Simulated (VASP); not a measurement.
Consider the following.

```yaml
crystal:
  lattice:
    - [0.00061, 5.60574, 5.59493]
    - [5.60574, 0.00061, 5.59493]
    - [2.80317, 2.80317, 0.00000]
  atoms:
    - { symbol: Ga, position: [0.00478, 0.00478, 0.99044] }
    - { symbol: Ga, position: [0.00285, 0.49262, 0.00453] }
    - { symbol: Ga, position: [0.49262, 0.00285, 0.00453] }
    - { symbol: Ga, position: [0.49980, 0.49980, 0.00041] }
    - { symbol: P, position: [0.12496, 0.12496, 0.25009] }
    - { symbol: As, position: [0.12465, 0.62520, 0.25014] }
    - { symbol: As, position: [0.62520, 0.12465, 0.25014] }
    - { symbol: As, position: [0.62514, 0.62514, 0.24972] }
```

Calculation: PBEsol GGA, VASP's PBE PAW potentials (set 64) (plane waves; VASP). Settings: 400 eV cut-off, 4×4×8 Γ-centred mesh, tetrahedra with Blöchl corrections, potentials Ga_d P As.

The cores are frozen, which limits the accuracy of field gradients.

Question: Give the principal components of the electric field gradient (V/Å²) and the asymmetry η at each nucleus.

Answer: 
| atom | Vxx | Vyy | Vzz | η |
|---|---|---|---|---|
| Ga1 | 2.8 | 0.6 | -3.3 | 0.66 |
| Ga2 | 2.8 | 1.1 | -3.9 | 0.43 |
| Ga3 | 2.8 | 1.1 | -3.9 | 0.43 |
| Ga4 | 0.4 | 0.3 | -0.7 | 0.20 |
| P5 | -2.9 | -2.1 | 5.0 | 0.15 |
| As6 | -11.3 | -2.5 | 13.7 | 0.64 |
| As7 | -11.3 | -2.5 | 13.7 | 0.64 |
| As8 | -6.5 | -5.0 | 11.5 | 0.13 |

The structure was generated: Ga4As3P was put into an ordered model structure (Amm2), which need not be its known phase. It was relaxed first.
